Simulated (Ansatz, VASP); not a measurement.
# Cross-check of LiRu between VASP and Ansatz

Aim: how closely do two programs agree when they are given the same cell, functional and k mesh? The cell is invented: As first built, before any earlier steps moved the atoms (in the runner's words): it takes the LiPd structure with some of its atoms replaced by other elements, volume scaled by an estimate. It may not be a known or stable phase. The cell is taken from a series of VASP runs on this material, whose earlier steps may have relaxed, scaled or displaced it; both programs get it as it stands.

Program: Ansatz 0.2.0. Level of theory: plane waves, with VASP 6.6.1 beside it; band structure at revPBE and single point at revPBE. Results are calculated unless marked as measured.

## (1) The structure

It takes space group Pm-3m (No. 221, cubic). Conventional cell: a = 2.913 Å, b = 2.913 Å, c = 2.913 Å, α = 90.00°, β = 90.00°, γ = 90.00°. Nearest to Ru lie 8 Li at 2.52 Å. Nearest to Li lie 8 Ru at 2.52 Å. As first built, before any earlier steps moved the atoms (in the runner's words): sites of the LiPd structure (space group 221) filled with other elements, volume scaled by an estimate. Farther neighbours are not listed.

As a file:

```cif
data_structure
_symmetry_space_group_name_H-M 'P 1'
_symmetry_Int_Tables_number 1
_cell_length_a 2.9133
_cell_length_b 2.9133
_cell_length_c 2.9133
_cell_angle_alpha 90.000
_cell_angle_beta 90.000
_cell_angle_gamma 90.000
_cell_volume 24.73
loop_
_atom_site_label
_atom_site_type_symbol
_atom_site_fract_x
_atom_site_fract_y
_atom_site_fract_z
_atom_site_occupancy
Ru1 Ru 0.50000 0.50000 0.50000 1
Li2 Li 0.00000 0.00000 0.00000 1
```

## (2) Ansatz: band structure, revPBE

Ansatz runs on its default PAW (the set named soft_2) files.

A single point gives forces, pressure and levels at one fixed geometry, so differences don't come from the geometry; what else differs is listed under the comparison.

Contents of input.yaml:

```yaml
crystal:
  lattice:
    - [2.9133457172, 0.0, 0.0]
    - [0.0, 2.9133457172, 0.0]
    - [0.0, 0.0, 2.9133457172]
  atoms:
    - { symbol: Ru, position: [0.5, 0.5, 0.5] }
    - { symbol: Li, position: [0.0, 0.0, 0.0] }
hamiltonian:
  xc: revpbe
  pseudopotentials: { kind: paw }
kpoints:
  mp_grid: { grid: [8, 8, 8] }
  band_path:
    path:
      - [0.0, 0.0, 0.0]
      - [0.0, 0.1, 0.0]
      - [0.0, 0.2, 0.0]
      - [0.0, 0.3, 0.0]
      - [0.0, 0.43333, 0.0]
      - [0.0, 0.5, 0.0]
      - [0.1, 0.5, 0.0]
      - [0.2, 0.5, 0.0]
      - [0.33333, 0.5, 0.0]
      - [0.43333, 0.5, 0.0]
      - [0.5, 0.5, 0.0]
      - [0.36667, 0.36667, 0.0]
      - [0.26667, 0.26667, 0.0]
      - [0.16667, 0.16667, 0.0]
      - [0.06667, 0.06667, 0.0]
      - [0.03333, 0.03333, 0.03333]
      - [0.13333, 0.13333, 0.13333]
      - [0.23333, 0.23333, 0.23333]
      - [0.33333, 0.33333, 0.33333]
      - [0.46667, 0.46667, 0.46667]
      - [0.46667, 0.5, 0.46667]
      - [0.36667, 0.5, 0.36667]
      - [0.23333, 0.5, 0.23333]
      - [0.13333, 0.5, 0.13333]
      - [0.03333, 0.5, 0.03333]
      - [0.5, 0.5, 0.03333]
      - [0.5, 0.5, 0.16667]
      - [0.5, 0.5, 0.26667]
      - [0.5, 0.5, 0.36667]
      - [0.5, 0.5, 0.5]
    npoints: 1
scf:
  occupations: { method: gaussian, width: 0.05 }
  n_extra_bands: 7
output:
  forces: true
  stress: true
  eigenvalues: true
```

On the command line:

```sh
$ ansatz run input.yaml --threads 2 --pin off --max-ram 4608MiB --backend cpu --events-out ev --progress --plain --runs-dir out
```

Numbers of over 12 decimals in the logs are rounded to 6 here.

Output:

```text
scf.n_extra_bands = 7 over 10 filled bands (N_el = 19.0): the run solves 17 bands
Engine: ansatz 0.2.0, aarch64-unknown-linux-gnu
Pseudopotentials: kind: paw
Pseudopotential: Ru, paw, valence charge 16, recommended cutoff 420 eV (normal), Ru.paw.azcp
Pseudopotential: Li, paw, valence charge 3, recommended cutoff 420 eV (normal), Li.paw.azcp
Functional definition: revPBE
  parameter kappa = 1.245
  parameter beta = 0.066725
  exchange = pbe_x(kappa = kappa, mu = beta*pi^2/3)
  correlation = pbe_c(beta = beta)
Crystal: 2 atoms, lattice volume = 24.727 Å³
Basis set: ecut = 420 eV, 461 PW (Γ), exchange–correlation on 40×40×40 points (8 copies of the dense FFT grid, shifted against one another)
Bands: 17, of which v1, the nominal top of the filled ones, is band 10 counted from 1 (9 counted from 0)
Symmetry: 48 space group operations
Space group: Pm-3m (ITA 221), of the structure as read, at distance tolerance 2.9e-5 Å
k-points: 35 of 512
Non-local potential: Ru, projectors of the file, l = 0: 3, l = 1: 2, l = 2: 2, l = 3: 1
Non-local potential: Li, projectors of the file, l = 0: 3, l = 1: 2, l = 2: 1
PAW form: soft (Blöchl's): semilocal exchange-correlation on the pseudo side does not see the compensation charge
PAW frozen core: Ru, regenerated for the run's functional, and the local potential with it (the file was generated under x = pbe(κ = 0.804, μ = 0.219515), c = pbe(β = 0.066725))
PAW one-centre angular grid: Ru, 590 points (default); XC on 64 Gauss nodes
PAW one-centre angular grid: Li, 110 points (default); XC on 64 Gauss nodes
Initial density: superposition of atomic densities (neutral atoms: chi_scale 0, normalization atom), corrected by the library's trained network
Initial wavefunctions: pseudopotential atomic-orbital guess
Functional: x = revpbe(κ = 1.245, μ = 0.219515), c = pbe(β = 0.066725)
SCF iter   1: F=—  HF=-6087.949041 eV  |F-HF|=—  |Δ(HF+E_count)|=         —  Δρ=6.69e-3  dr2=1.30e-2  ethr=1.77e-3  ⟨swp⟩=5.3  Hψ=3112  notcnv=0  defer=14
preconditioner: auto → none  [insulator: Δε(μ)=0.084 eV  Ē_g=12.239 eV  σ=0.050 eV  W_gap=0.73  n_scr=6 (ndim 8)  ℏωp=22.4 eV  f_vac=0.000  D(μ)=1.52/eV (n_scr^D=18)  ε∞_Penn≈4.4]
SCF iter   2: F=—  HF=-6087.946250 eV  |F-HF|=—  |Δ(HF+E_count)|=   2.79e-3  Δρ=2.66e-3  dr2=1.70e-3  ethr=6.85e-5  ⟨swp⟩=1.5  Hψ=926  notcnv=0  defer=46
SCF iter   3: F=—  HF=-6087.945833 eV  |F-HF|=—  |Δ(HF+E_count)|=   4.16e-4  Δρ=4.47e-4  dr2=6.09e-5  ethr=8.94e-6  ⟨swp⟩=1.8  Hψ=588  notcnv=0  defer=46
SCF iter   4: F=—  HF=-6087.945875 eV  |F-HF|=—  |Δ(HF+E_count)|=   4.13e-5  Δρ=5.72e-5  dr2=6.81e-7  ethr=3.20e-7  ⟨swp⟩=1.6  Hψ=559  notcnv=0  defer=46
iter 5 did not close the SCF: its close was put off for the readings that it lacked (scf_convergence_deferred on its scf_iter line)
SCF iter   5: F=-6087.945875 eV  HF=-6087.945875 eV  |F-HF|=2.20e-9  |Δ(HF+E_count)|=   9.65e-8  Δρ=8.75e-6  dr2=4.95e-9  ethr=3.59e-9  ⟨swp⟩=2.2  Hψ=785  notcnv=0  defer=46
SCF iter   6: F=-6087.945875 eV  HF=-6087.945875 eV  |F-HF|=7.09e-11  |Δ(HF+E_count)|=   2.71e-9  Δρ=6.68e-7  dr2=1.09e-10  ethr=2.60e-11  ⟨swp⟩=5.3  Hψ=2313  notcnv=0
SCF 1 converged in 6 iterations: F = -6087.945875 eV  dr2 = 1.09e-10
  greatest PAW one-centre occupation: 1.000 electrons in one spin orbital (limit 2), on the Li atom at site 1 (counted from 0), in its partial waves of l = 0
NSCF: frozen V_eff on 30 k-points
SCF converged after 6 iterations
Free energy (F): -6087.945875 eV
Harris-Foulkes:  -6087.945875 eV  (|F-HF|=7.09e-11)
Internal energy: -6087.944393 eV  (E = F + TS)
E sigma→0 (E₀):  -6087.945134 eV
Entropy (-TS):   -0.001482 eV (-0.741 meV/atom)
Fermi energy:    13.618561 eV
--- Per-component energies (eV) ---
  E_band       = -242.258291
  E_kinetic    = 538.462889
  E_local      = -1796.504908  (includes V_loc(G=0)·N_el)
  E_nonlocal   = 312.201423
  E_hartree    = 595.547139
  E_xc         = -200.688215
  E_vxc        = -251.863786  (∫ρ·V_xc dr)
  E_paw        = -3488.484461  (= ΣΔE_a)
  E_vpaw       = -235.647529  (= ΣTr[D̂ρ^β])
  E_aug_tail   = -0.000186  (compensation charges beyond the density's cutoff)
  E_ewald      = -2048.405986
  E_core_change = -0.072087  (= ΣΔE_core)
  E_smearing   = -0.001482  (= −TS)
  E_closure    = 0.000000  (closes the sum)
  Σ components = -6087.945875   (vs F -6087.945875, Δ=0.00e0)
--- Forces (eV/Å), atoms counted from 1 ---
  atom   1  Ru     0.00000000    -0.00000000     0.00000000
  atom   2  Li    -0.00000000     0.00000000    -0.00000000
  max |Σ_I F_I| component: 5.62e-29 eV/Å
--- Stress (GPa, compression-positive) ---
        0.123426       0.000000       0.000000
        0.000000       0.123426       0.000000
        0.000000       0.000000       0.123426
  P = ⅓ Tr σ = 0.1234 GPa (1.234 kbar)
--- Band table (eV; the first three rows and the last of 35) ---
  k-point 0: bands = [... 6 lower, 10.5246, 10.5246, 14.3181, 14.3181, 14.3181, 22.8918, 22.8918, 22.8918, ... 3 higher]
  k-point 1: bands = [... 6 lower, 10.5952, 10.7364, 14.0288, 14.0288, 14.3401, 21.8779, 23.4746, 23.4746, ... 3 higher]
  k-point 2: bands = [... 6 lower, 10.7723, 11.4863, 13.4229, 13.4229, 14.3937, 19.9387, 24.9700, 24.9700, ... 3 higher]
  k-point 34: bands = [... 6 lower, 10.1942, 10.1942, 15.5551, 15.5551, 20.9749, 20.9749, 20.9749, 24.6799, ... 3 higher]
```

Wall time 1 s (2 threads of Arm Neoverse V2, shared host); peak memory 0.26 GiB.

Reading the cycles: dr2 is the Hartree energy of the density residual (eV), the measure of convergence; HF is the Harris–Foulkes estimate of the energy, which meets the free energy F at convergence.

## (3) VASP: band structure, revPBE

The same cell, functional, mesh and smearing now go to VASP, with its own data sets and cutoff.

Lines of VASP's logs that name or quote its potential files are left out, and so is its time.

Contents of INCAR:

```
SYSTEM = LiRu
PREC = Accurate
ENCUT = 650
EDIFF = 1E-06
NELM = 100
ISMEAR = 0
SIGMA = 0.05
LREAL = .FALSE.
ALGO = Normal
GGA = RE
NBANDS = 20
LORBIT = 11
LWAVE = .FALSE.
LCHARG = .FALSE.
```

Contents of POSCAR:

```
LiRu
1.0
    2.9133457172      0.0000000000      0.0000000000
    0.0000000000      2.9133457172      0.0000000000
    0.0000000000      0.0000000000      2.9133457172
Ru Li
1 1
Direct
    0.5000000000      0.5000000000      0.5000000000
    0.0000000000      0.0000000000      0.0000000000
```

Contents of KPOINTS:

```
Automatic mesh
0
Gamma
8 8 8
0 0 0
```

Contents of KPOINTS_OPT:

```
Line mode
16
Line-mode
Reciprocal
  0.00000000   0.00000000   0.00000000 GAMMA
  0.00000000   0.50000000   0.00000000 X

  0.00000000   0.50000000   0.00000000 X
  0.50000000   0.50000000   0.00000000 M

  0.50000000   0.50000000   0.00000000 M
  0.00000000   0.00000000   0.00000000 GAMMA

  0.00000000   0.00000000   0.00000000 GAMMA
  0.50000000   0.50000000   0.50000000 R

  0.50000000   0.50000000   0.50000000 R
  0.00000000   0.50000000   0.00000000 X

  0.50000000   0.50000000   0.00000000 M
  0.50000000   0.50000000   0.50000000 R
```

The projector-augmented-wave data sets are Ru_pv and Li_sv (PBE family, release 64).

On the command line:

```sh
$ mpirun -np 1 vasp_std
```

Output:

```text
[banner, memory and clock lines left out]
running    1 mpi-ranks, on    1 nodes
 distrk:  each k-point on    1 cores,    1 groups
 distr:  one band on    1 cores,    1 groups

 POSCAR found type information on POSCAR RuLi
 POSCAR found :  2 types and       2 ions
|                                                                             |
|               ----> ADVICE to this user running VASP <----                  |
|                                                                             |
|     You enforced a specific xc type in the INCAR file but a different       |
|     [... a line on the potential file left out ...]
|     I HOPE YOU KNOW WHAT YOU ARE DOING!                                     |
|                                                                             |

 LDA part: xc-table for (Slater+PW92), standard interpolation
 POSCAR, INCAR and KPOINTS ok, starting setup
 FFT: planning ... GRIDC
 FFT: planning ... GRID_SOFT
 FFT: planning ... GRID
 WAVECAR not read
 entering main loop
       N       E                     dE             d eps       ncg     rms          rms(c)
DAV:   1     0.157919485969E+03    0.15792E+03   -0.98273E+03  1400   0.102E+03
DAV:   2    -0.630543097850E+01   -0.16422E+03   -0.15591E+03  1580   0.296E+02
DAV:   3    -0.101097591662E+02   -0.38043E+01   -0.37379E+01  1952   0.457E+01
DAV:   4    -0.101864829153E+02   -0.76724E-01   -0.76638E-01  1596   0.589E+00
DAV:   5    -0.101882756736E+02   -0.17928E-02   -0.17927E-02  1632   0.763E-01    0.826E+00
DAV:   6    -0.939180826184E+01    0.79647E+00   -0.17532E+00  1512   0.133E+01    0.169E+00
DAV:   7    -0.935050594410E+01    0.41302E-01   -0.10292E-01  1508   0.329E+00    0.651E-01
DAV:   8    -0.935028361801E+01    0.22233E-03   -0.37182E-03  1568   0.489E-01    0.234E-01
DAV:   9    -0.935078237656E+01   -0.49876E-03   -0.10423E-03  1548   0.263E-01    0.357E-02
DAV:  10    -0.935079398261E+01   -0.11606E-04   -0.52435E-05  1628   0.558E-02    0.564E-03
DAV:  11    -0.935079423884E+01   -0.25623E-06   -0.44333E-06  1764   0.151E-02
   1 F= -.93507942E+01 E0= -.93500542E+01  d E =-.148002E-02
 Start KPOINTS_OPT (optional k-point list driver)
k-point batch [1-35\96]
       N       E                     dE             ncg
DAV:   1    -0.232408838784E+04   -0.21410E+05     1400
DAV:   2    -0.807754606886E+04   -0.57535E+04     1576
DAV:   3    -0.821308294151E+04   -0.13554E+03     1828
DAV:   4    -0.821559186345E+04   -0.25089E+01     1576
DAV:   5    -0.821564302218E+04   -0.51159E-01     1584
DAV:   6    -0.821564397814E+04   -0.95597E-03     1604
DAV:   7    -0.821564399883E+04   -0.20683E-04     1588
DAV:   8    -0.821564399929E+04   -0.46333E-06     1284
[...]
k-point batch [71-96\96]
       N       E                     dE             ncg
DAV:   1     0.698018641924E+04   -0.23279E+05     1040
DAV:   2     0.280682928730E+04   -0.41734E+04     1192
DAV:   3     0.271048280387E+04   -0.96346E+02     1288
DAV:   4     0.270875702033E+04   -0.17258E+01     1196
DAV:   5     0.270872968242E+04   -0.27338E-01     1212
DAV:   6     0.270872925984E+04   -0.42258E-03     1244
DAV:   7     0.270872925338E+04   -0.64573E-05     1176
DAV:   8     0.270872925326E+04   -0.12081E-06     1048
```

OUTCAR, selected parts (step 3):

```text
ion  position               nearest neighbor table
   1  0.500  0.500  0.500-   2 2.52   2 2.52   2 2.52   2 2.52   2 2.52   2 2.52   2 2.52   2 2.52

  LATTYP: Found a simple cubic cell.
 ALAT       =     2.9133457172

 Subroutine GETGRP returns: Found 48 space group operations
 (whereof 48 operations were pure point group operations)

The static configuration has the point symmetry O_h .

 Found     35 irreducible k-points:

   k-points           NKPTS =     35   k-points in BZ     NKDIM =     35   number of bands    NBANDS=     20

   dimension x,y,z NGX =    24 NGY =   24 NGZ =   24
   dimension x,y,z NGXF=    48 NGYF=   48 NGZF=   48

   ENCUT  =  650.0 eV  47.77 Ry    6.91 a.u.   6.06  6.06  6.06*2*pi/ulx,y,z

   NELECT =      17.0000    total number of electrons

 k-points in reciprocal lattice and weights: Automatic mesh
   0.00000000  0.00000000  0.00000000       0.002
   0.12500000  0.00000000  0.00000000       0.012
   0.25000000  0.00000000  0.00000000       0.012
   0.37500000  0.00000000  0.00000000       0.012
   0.50000000  0.00000000  0.00000000       0.006
   0.12500000  0.12500000  0.00000000       0.023
   0.25000000  0.12500000  0.00000000       0.047
   0.37500000  0.12500000  0.00000000       0.047
   0.50000000  0.12500000  0.00000000       0.023
[...]
0.50000000  0.50000000  0.37500000       0.012
   0.50000000  0.50000000  0.50000000       0.002

 average (electrostatic) potential at core
       1 -71.6569       2 -56.1794

 E-fermi :   7.4158

 k-point     1 :       0.0000    0.0000    0.0000
  band No.  band energies     occupation
    ...
      3     -34.4383      2.00000
      4     -34.4383      2.00000
      5       2.0032      2.00000
      6       4.3197      2.00000
      7       4.3197      2.00000
      8       8.1139      0.00000
      9       8.1139      0.00000
     10       8.1139      0.00000
     11      16.7059      0.00000
     12      16.7059      0.00000
    ...

 k-point     2 :       0.1250    0.0000    0.0000
  band No.  band energies     occupation
    ...
      3     -34.4351      2.00000
      4     -34.4351      2.00000
      5       2.2505      2.00000
      6       4.3905      2.00000
      7       4.5317      2.00000
      8       7.8250      0.00000
      9       7.8250      0.00000
     10       8.1359      0.00000
     11      15.6875      0.00000
     12      17.2895      0.00000
    ...

 k-point     3 :       0.2500    0.0000    0.0000
  band No.  band energies     occupation
    ...
      5       2.7654      2.00000
      6       4.5680      2.00000
      7       5.2823      2.00000
      8       7.2201      2.00000
      9       7.2201      2.00000
     10       8.1898      0.00000
     11      13.7421      0.00000
     12      18.7880      0.00000
     13      18.7880      0.00000
     14      19.3805      0.00000
    ...

  Total        0.0041609      0.0041609      0.0041609     -0.0000000      0.0000000     -0.0000000
  in kB        0.2695985      0.2695985      0.2695985     -0.0000000      0.0000000     -0.0000000
  external PRESSURE =       0.2695985 kB  Pullay stress =       0.0000000 kB

  energy-cutoff  :      650.00
  volume of cell :       24.73
      direct lattice vectors                 reciprocal lattice vectors
     2.913345717  0.000000000  0.000000000     0.343247969  0.000000000  0.000000000
     0.000000000  2.913345717  0.000000000     0.000000000  0.343247969  0.000000000
     0.000000000  0.000000000  2.913345717     0.000000000  0.000000000  0.343247969

 POSITION                                       TOTAL-FORCE (eV/Angst)
 -----------------------------------------------------------------------------------
      1.45667      1.45667      1.45667         0.000000      0.000000      0.000000
      0.00000      0.00000      0.00000         0.000000      0.000000      0.000000
 -----------------------------------------------------------------------------------
    total drift:                                0.000000     -0.000000     -0.000000

  FREE ENERGIE OF THE ION-ELECTRON SYSTEM (eV)
  ---------------------------------------------------
  free  energy   TOTEN  =        -9.3507942388 eV

  energy  without entropy=       -9.3493142158  energy(sigma->0) =       -9.35005423

 total charge
# of ion       s       p       d       tot
------------------------------------------
    1        0.361   6.129   6.034  12.525
    2        2.062   0.112   0.000   2.173
--------------------------------------------------
tot          2.423   6.241   6.034  14.698

[... 3 further parts left out ...]
```

Spin-orbit coupling is off here; it would split degenerate levels.

## (4) Side by side

Known differences besides the potentials themselves: the data sets hold 19 valence electrons in Ansatz (default PAW (the set named soft_2) files) and 17 in VASP; the cutoff is 420 eV in Ansatz and 650 eV in VASP; Ansatz makes its cores anew for this functional, VASP keeps those of its PBE data sets; VASP leaves aspherical gradient terms in its spheres out (LASPH is not set), Ansatz keeps them. Total energies have different zeros and are not compared.

The two programs side by side:

| quantity | Ansatz | VASP | difference |
| --- | --- | --- | --- |
| pressure (GPa) | 0.12 | 0.03 | +0.10 |

Levels from 3 eV below to 2 eV above the Fermi level differ by 2 meV r.m.s. and 5 meV at most; each VASP level is matched to the nearest of Ansatz, which flatters the figure a little. Ansatz's pressure holds a Pulay correction of 0.04 GPa; VASP's holds none.

(Continued in part 2 of 2.)

[Lines on the potential files, build, host, timing and source positions are cut from VASP's logs without a mark.]

[Logs are printed without paths, hosts, clocks, repeated set-up lines and the standing remarks that a program may print on its own settings, such as how far it seeks lower states.]

[Hosts, paths, dates, database ids (printed as entryN), source tags and the programs' standing remarks are cut or masked in the printed files.]
